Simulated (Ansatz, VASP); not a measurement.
## Cross-check of TlBiSe3 between VASP and Ansatz

One calculation is typed for both programs; each brings its own data sets. How far apart do they land? The cell is generated by rule, not measured, and may not be a known phase. The cell is taken from a series of runs on this material, whose earlier steps may have relaxed, scaled, displaced or heated it; both programs get it as it stands.

Main program and level: Ansatz 0.2.0; plane waves, with VASP 6.6.1 beside it; zone-centre phonons at PBEsol.

The structure was built from a prototype and need not be the compound's stable phase.

## Step 1: The structure

It takes space group Pm-3m (No. 221, cubic). The conventional cell has a = 5.456 Å, b = 5.456 Å, c = 5.456 Å, α = 90.00°, β = 90.00°, γ = 90.00°. Nearest to Tl lie 12 Se at 3.86 Å. Nearest to Bi lie 6 Se at 2.73 Å. Nearest to Se lie 2 Bi at 2.73 Å. Farther neighbours and most contacts between anions are not listed.

Coordinates:

```cif
data_structure
_symmetry_space_group_name_H-M 'P 1'
_symmetry_Int_Tables_number 1
_cell_length_a 5.4560
_cell_length_b 5.4560
_cell_length_c 5.4560
_cell_angle_alpha 90.000
_cell_angle_beta 90.000
_cell_angle_gamma 90.000
_cell_volume 162.42
loop_
_atom_site_label
_atom_site_type_symbol
_atom_site_fract_x
_atom_site_fract_y
_atom_site_fract_z
_atom_site_occupancy
Tl1 Tl 0.00000 0.00000 0.00000 1
Bi2 Bi 0.50000 0.50000 0.50000 1
Se3 Se 0.50000 0.50000 0.00000 1
Se4 Se 0.50000 0.00000 0.50000 1
Se5 Se 0.00000 0.50000 0.50000 1
```

## Step 2: Ansatz: zone-centre phonons, PBEsol

Ansatz runs on its PAW soft_1 files.

Second derivatives magnify differences that forces hide, and they need a tight electronic threshold.

Contents of input.yaml:

```yaml
crystal:
  lattice:
    - [5.4560481595, 0.0, 0.0]
    - [0.0, 5.4560481595, 0.0]
    - [0.0, 0.0, 5.4560481595]
  atoms:
    - { symbol: Tl, position: [0.0, 0.0, 0.0] }
    - { symbol: Bi, position: [0.5, 0.5, 0.5] }
    - { symbol: Se, position: [0.5, 0.5, 0.0] }
    - { symbol: Se, position: [0.5, 0.0, 0.5] }
    - { symbol: Se, position: [0.0, 0.5, 0.5] }
kpoints:
  mp_grid: { grid: [8, 8, 8] }
hamiltonian:
  xc: pbesol
  pseudopotentials: { kind: paw, azcp: { folder: soft_1 }, xc_functional: pbe }
scf:
  occupations: { method: methfessel_paxton, width: 0.2 }
output:
  eigenvalues: true
phonons:
  method: dfpt
```

Launch:

```bash
$ ansatz run input.yaml --threads 8 --pin off --max-ram 16384MiB --backend cpu --events-out ev --progress --plain --runs-dir out
```

Numbers of over 12 decimals in the logs are rounded to 6 here.

The log of the run:

```text
zone centre: on kpoints.mp_grid the ground state, and the responses unless they are solved on pairs of k-points, stand on 125 of the mesh's 512 k-points, reduced under 8 symmetry operations, with k and −k counted as one. Each operation leaves every solved displacement unchanged or reverses it
Engine: ansatz 0.2.0, aarch64-unknown-linux-gnu
Pseudopotentials: kind: paw
Pseudopotential: Tl, paw, valence charge 13, recommended cutoff 420 eV (normal), soft_1/Tl.paw.azcp
Pseudopotential: Bi, paw, valence charge 15, recommended cutoff 420 eV (normal), soft_1/Bi.paw.azcp
Pseudopotential: Se, paw, valence charge 16, recommended cutoff 420 eV (normal), soft_1/Se.paw.azcp
Functional definition: PBEsol
  exchange = pbesol_x
  correlation = pbesol_c
Crystal: 5 atoms, lattice volume = 162.418 Å³
Basis set: ecut = 420 eV, 3191 PW (Γ), exchange–correlation on 80×80×80 points (8 copies of the dense FFT grid, shifted against one another)
Bands: 46, of which v1, the nominal top of the filled ones, is band 38 counted from 1 (37 counted from 0)
Symmetry: 48 space group operations
k-points: 125 of 512 (irreducible under 8 space group operations)
Non-local potential: Tl, projectors of the file, l = 0: 2, l = 1: 2, l = 2: 2, l = 3: 1
Non-local potential: Bi, projectors of the file, l = 0: 2, l = 1: 2, l = 2: 2, l = 3: 1
Non-local potential: Se, projectors of the file, l = 0: 2, l = 1: 2, l = 2: 3, l = 3: 1
PAW form: soft (Blöchl's): semilocal exchange-correlation on the pseudo side does not see the compensation charge
PAW frozen core: Tl, regenerated for the run's functional, and the local potential with it (the file was generated under x = pbe(κ = 0.804, μ = 0.219515), c = pbe(β = 0.066725))
PAW frozen core: Bi, regenerated for the run's functional, and the local potential with it (the file was generated under x = pbe(κ = 0.804, μ = 0.219515), c = pbe(β = 0.066725))
PAW frozen core: Se, regenerated for the run's functional, and the local potential with it (the file was generated under x = pbe(κ = 0.804, μ = 0.219515), c = pbe(β = 0.066725))
PAW one-centre angular grid: Tl, 590 points (default); XC on 64 Gauss nodes
PAW one-centre angular grid: Bi, 590 points (default); XC on 64 Gauss nodes
PAW one-centre angular grid: Se, 590 points (default); XC on 64 Gauss nodes
Initial density: superposition of atomic densities (chi_scale 0.1, normalization cell, long waves kept (reshape's long-wave potential 0.03 eV rms))
Initial wavefunctions: pseudopotential atomic-orbital guess
Functional: x = pbesol(κ = 0.804, μ = 0.123457), c = pbesol(β = 0.046)
SCF iter   1: F=—  HF=-39814.899689 eV  |F-HF|=—  |Δ(HF+E_count)|=         —  Δρ=2.93e-2  dr2=2.63e0  ethr=3.10e-3  ⟨swp⟩=6.7  Hψ=22669  notcnv=0
preconditioner: auto → LDOS  [metal: Δε(μ)=0.018 eV  Ē_g=11.046 eV  σ=0.200 eV  W_gap=0.08  n_scr=32 (ndim 8)  ℏωp=17.5 eV  f_vac=0.039  D(μ)=5.41/eV (n_scr^D=32)  β→1.0]
SCF iter   2: F=—  HF=-39814.065053 eV  |F-HF|=—  |Δ(HF+E_count)|=   8.35e-1  S|Δr|=    0.00e0  Δρ=1.92e-2  dr2=5.38e-1  ethr=3.10e-3  ⟨swp⟩=3.0  Hψ=10198  notcnv=0  defer=230
SCF iter   3: F=—  HF=-39813.862980 eV  |F-HF|=—  |Δ(HF+E_count)|=   2.02e-1  S|Δr|=    0.00e0  Δρ=4.32e-3  dr2=5.47e-2  ethr=7.07e-4  ⟨swp⟩=4.0  Hψ=12466  notcnv=0  defer=230
SCF iter   4: F=—  HF=-39813.842990 eV  |F-HF|=—  |Δ(HF+E_count)|=   2.00e-2  S|Δr|=    0.00e0  Δρ=9.09e-4  dr2=3.62e-3  ethr=7.20e-5  ⟨swp⟩=2.0  Hψ=7199  notcnv=0  defer=230
SCF iter   5: F=—  HF=-39813.842130 eV  |F-HF|=—  |Δ(HF+E_count)|=   8.59e-4  S|Δr|=    0.00e0  Δρ=1.95e-4  dr2=1.33e-4  ethr=4.77e-6  ⟨swp⟩=2.0  Hψ=8539  notcnv=0  defer=230
SCF iter   6: F=—  HF=-39813.842078 eV  |F-HF|=—  |Δ(HF+E_count)|=   5.18e-5  S|Δr|=    0.00e0  Δρ=5.67e-5  dr2=3.95e-6  ethr=1.75e-7  ⟨swp⟩=2.0  Hψ=10301  notcnv=0  defer=230
SCF iter   7: F=—  HF=-39813.842073 eV  |F-HF|=—  |Δ(HF+E_count)|=   5.27e-6  S|Δr|=    0.00e0  Δρ=1.62e-5  dr2=3.51e-7  ethr=5.19e-9  ⟨swp⟩=2.0  Hψ=10360  notcnv=0  defer=230
SCF iter   8: F=—  HF=-39813.842073 eV  |F-HF|=—  |Δ(HF+E_count)|=   8.95e-9  S|Δr|=    0.00e0  Δρ=4.29e-6  dr2=2.55e-8  ethr=4.62e-10  ⟨swp⟩=2.0  Hψ=10288  notcnv=0  defer=230
SCF iter   9: F=—  HF=-39813.842073 eV  |F-HF|=—  |Δ(HF+E_count)|=   1.34e-8  S|Δr|=    0.00e0  Δρ=9.18e-7  dr2=1.44e-9  ethr=3.35e-11  ⟨swp⟩=2.0  Hψ=8271  notcnv=0  defer=230
SCF iter  10: F=—  HF=-39813.842073 eV  |F-HF|=—  |Δ(HF+E_count)|=  1.31e-10  S|Δr|=    0.00e0  Δρ=2.01e-7  dr2=1.06e-10  ethr=1.90e-12  ⟨swp⟩=2.0  Hψ=10277  notcnv=0  defer=230
SCF iter  11: F=-39813.842073 eV  HF=-39813.842073 eV  |F-HF|=7.28e-12  |Δ(HF+E_count)|=  7.28e-12  S|Δr|=    0.00e0  Δρ=5.29e-8  dr2=8.66e-12  ethr=1.00e-12  ⟨swp⟩=13.4  Hψ=32228  notcnv=0
SCF 1 converged in 11 iterations: F = -39813.842073 eV  dr2 = 8.66e-12
  greatest PAW one-centre occupation: 1.000 electrons in one spin orbital (limit 2), on the Se atom at site 4 (counted from 0), in its partial waves of l = 2
DFPT response loops at Γ: preconditioner auto → Kerker (q_TF=auto, 2.404 Å⁻¹) (partly filled bands, converged f_vac=0.042); β = 1.00, the filter's whole step (`scf.mixing.beta` (0.50) is not read by the response loops under this deck's `scf.mixing.preconditioner`; to damp them name `kerker` or `kerker_dos`, under which they read `scf.mixing.beta`, and type it under 1.00, their step now; both keys bind the ground state too); Broyden in place of MSR1
SCF converged after 11 iterations
Stability not checked: this state was not tested for a lower state beside it, because cold or Methfessel-Paxton smearing, or corrected tetrahedra, fill the levels in a way that the test cannot read (fill_not_monotonic; see scf.lower_state_search)
Free energy (F): -39813.842073 eV
Harris-Foulkes:  -39813.842073 eV  (|F-HF|=7.28e-12)
Internal energy: -39813.828238 eV  (E = F + TS)
E sigma→0 (E₀):  -39813.838614 eV
Entropy (-TS):   -0.013835 eV (-2.767 meV/atom)
Fermi energy:    5.802281 eV
Step filling:    the computed levels leave a gap of 0.0000 eV = 0.0 smearing widths at the electron count; against every level under it full and every level over it empty, smearing changes F+E_penalty+E_count by -8.143 meV and its σ→0 estimate by -4.684 meV
--- Per-component energies (eV) ---
  E_band       = -1421.513633
  E_kinetic    = 847.845912
  E_local      = -11403.064730  (includes V_loc(G=0)·N_el)
  E_nonlocal   = -327.577105
  E_hartree    = 5543.365999
  E_xc         = -585.888700
  E_vxc        = -521.326946  (∫ρ·V_xc dr)
  E_paw        = -26805.946878  (= ΣΔE_a)
  E_vpaw       = -1104.121915  (= ΣTr[D̂ρ^β])
  E_aug_tail   = -0.000949  (compensation charges beyond the density's cutoff)
  E_ewald      = -7085.715269
  E_core_change = 3.153482  (= ΣΔE_core)
  E_smearing   = -0.013835  (= −TS)
  E_closure    = 0.000000  (closes the sum)
  Σ components = -39813.842073   (vs F -39813.842073, Δ=0.00e0)
--- Band table (eV; the first three rows and the last of 125) ---
  k-point 0: bands = [... 34 lower, 5.0974, 5.0974, 5.2631, 5.2631, 5.2631, 10.6258, 10.6258, 10.6258, ... 4 higher]
  k-point 1: bands = [... 34 lower, 5.0508, 5.2225, 5.2236, 5.2414, 5.2414, 10.0550, 10.4432, 10.4432, ... 4 higher]
  k-point 2: bands = [... 34 lower, 4.8731, 5.1287, 5.2607, 5.2607, 5.5371, 9.1573, 10.1589, 10.1589, ... 4 higher]
  k-point 124: bands = [... 34 lower, 5.0092, 6.2716, 6.2716, 6.2716, 6.9253, 6.9253, 6.9253, 7.5649, ... 4 higher]
--- Phonons (Γ-DFPT): 4 representative perturbations + reference, on 125 of 512 k-points (Σ response iterations 12) ---
  k mesh reduced under 8 symmetry operations, with k and −k counted as one. Each operation leaves every solved displacement unchanged or reverses it
  ASR residual: 1.007e-4 → 0.000e0 eV/Å²; symmetrization residual: 9.118e-5 eV/Å²
  ASR residual per site (eV/Å²): 5.96e-5 5.79e-5 1.01e-4 1.01e-4 1.01e-4
  Γ frequencies (cm⁻¹): -72.20 -72.20 -72.20 -66.98 -66.98 -66.98 -23.87 -23.87 -23.87 0.00 0.00 0.00 149.78 149.78 149.78
  non-analytic LO–TO correction: not included (Born effective charges unavailable; polar crystals: no LO–TO splitting at Γ)
```

Reading the cycles: dr2 is the Hartree energy of the density residual (eV), the measure of convergence; HF is the Harris–Foulkes estimate of the energy, which meets the free energy F at convergence.

[end of part 1 of 3]

[Lines on the potential files, build, host, timing and source positions are cut from VASP's logs without a mark.]

[Logs are printed without paths, hosts, clocks, repeated set-up lines and the standing remarks that a program may print on its own settings, such as how far it seeks lower states.]

[Hosts, paths, dates, database ids (printed as entryN), source tags and the programs' standing remarks are cut or masked in the printed files.]
